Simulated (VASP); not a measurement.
MgO (rock salt) relaxed at rising pressure, in one space group throughout; other phases were not tried. The pressures are those reached. Computed with PBE GGA, VASP's PBE PAW potentials (set 64) (plane waves; VASP).

```
P (GPa)  V (Å³/atom)    k-mesh
-------  -----------  --------
-0.32          9.575  11×11×11
4.98           9.267  11×11×11
9.98           9.018  11×11×11
19.97          8.603  11×11×11
29.95          8.267  11×11×11
```

Q: Fit an equation of state and predict the volume at 44.82 GPa.

A: Least squares on the third-order Birch-Murnaghan form, P = (3B0/2)(y⁷ − y⁵)[1 + (3/4)(B′ − 4)(y² − 1)] with y = (V0/V)^(1/3), gives V0 = 9.555 Å³/atom, B0 = 153 GPa and B′ = 4.2, and so 7.862 Å³/atom. The run gave 7.862 Å³/atom, +0.0 % from the fit.

Pressures at which the relaxation failed are left out.

The compound is MgO in the rock salt structure.
